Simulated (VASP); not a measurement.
Input:

```yaml
crystal:
  lattice:
    - [2.77233, 0.00000, 0.00000]
    - [0.00000, 2.77233, 0.00000]
    - [0.00000, 0.00000, 2.77233]
  atoms:
    - { symbol: Se, position: [0.00000, 0.00000, 0.00000] }
```

Method: LDA (Ceperley-Alder, Perdew-Zunger), VASP's LDA PAW potentials (set 64) (plane waves; VASP 6.6.1). Settings: 400 eV cut-off, 15×15×15 Γ-centred mesh, tetrahedra with Blöchl corrections, potentials Se.

Q: What does the run give for the energy per atom (σ→0), band gap (on the k-mesh) with the smallest direct gap where there is one?

A: 
```
Property                                                    Result
------------------------  ----------------------------------------
band gap (on the k-mesh)  none (metal, semimetal or under 0.01 eV)
energy per atom (σ→0)                               -4.080 eV/atom
```

The structure comes from a computed database's Se entry (Pm-3m); how it stands against other phases isn't given here. It was relaxed first.
